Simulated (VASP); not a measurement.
```yaml
crystal:
  lattice:
    - [1.78002, -3.08309, 0.00000]
    - [1.78002, 3.08309, 0.00000]
    - [0.00000, 0.00000, 5.56512]
  atoms:
    - { symbol: Tb, position: [0.33333, 0.66667, 0.25000] }
    - { symbol: Tb, position: [0.66667, 0.33333, 0.75000] }
```

Computed with PBEsol GGA, VASP's PBE PAW potentials (set 64) (plane waves; VASP). Run with 400 eV cut-off, 13×13×8 Γ-centred mesh, tetrahedra with Blöchl corrections, potentials Tb_3.

The 4f electrons are frozen in the core of the lanthanide potential, so 4f levels, which can set the real gap, and their magnetism are missing.

Predict the energy per atom (σ→0), band gap (on the k-mesh) with the smallest direct gap where there is one.

```
Item                                                         Value
------------------------  ----------------------------------------
band gap (on the k-mesh)  none (metal, semimetal or under 0.01 eV)
energy per atom (σ→0)                               -4.992 eV/atom
```

Only differences to runs with the same potentials and settings are physical.

The compound is Tb in the hcp structure. It was relaxed first.
